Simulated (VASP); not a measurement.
OSZICAR of a VASP run on Ni (fcc):

**OSZICAR**
```
       N       E                     dE             d eps       ncg     rms          rms(c)
DAV:   1     0.203360310016E+02    0.20336E+02   -0.41333E+03  5388   0.117E+03
DAV:   2    -0.483736530162E+01   -0.25173E+02   -0.24150E+02  5261   0.151E+02
DAV:   3    -0.514395258918E+01   -0.30659E+00   -0.30606E+00  6156   0.215E+01
DAV:   4    -0.514687450307E+01   -0.29219E-02   -0.29216E-02  5930   0.186E+00
DAV:   5    -0.514694459648E+01   -0.70093E-04   -0.70093E-04  6134   0.247E-01    0.163E+01
DAV:   6    -0.388452785098E+01    0.12624E+01   -0.18554E+01  5481   0.832E+01    0.979E+00
DAV:   7    -0.374875095948E+01    0.13578E+00   -0.11929E+00  5523   0.213E+01    0.412E+00
DAV:   8    -0.373102394463E+01    0.17727E-01   -0.60241E-03  6391   0.111E+00    0.214E+00
DAV:   9    -0.372182340909E+01    0.92005E-02   -0.25173E-03  6016   0.690E-01    0.358E-01
DAV:  10    -0.372096077538E+01    0.86263E-03   -0.14578E-03  6694   0.518E-01    0.120E-01
DAV:  11    -0.372080745888E+01    0.15332E-03   -0.47276E-04  7272   0.248E-01    0.509E-02
DAV:  12    -0.372081261394E+01   -0.51551E-05   -0.15383E-05  5613   0.638E-02    0.280E-02
DAV:  13    -0.372081193329E+01    0.68065E-06   -0.12419E-06  2972   0.159E-02
   1 F= -.37208119E+01 E0= -.37209932E+01  d E =0.543762E-03  mag=     2.0002
```

Q: Which electronic solver shows in the log?

A: It is blocked Davidson (ALGO = Normal, or the opening steps of other solvers). The INCAR had ALGO = Normal.

Q: How was spin treated?

A: Collinear spin (ISPIN = 2): the summary line carries one mag value, 2.00 μB in the cell.

Q: Can the final energy be trusted as converged?

A: The run converged. It stopped with EDIFF = 1E-6, NELM = 100 (PBE GGA, plane waves, VASP's PBE PAW potentials (set 64)).

The compound is Ni in the fcc structure. The cell was not relaxed at this level. The run is one of a series of settings (NUPDOWN = 2 against the base run), some of them coarse on purpose. The total moment is imposed (NUPDOWN), so this need not be the lowest spin state.
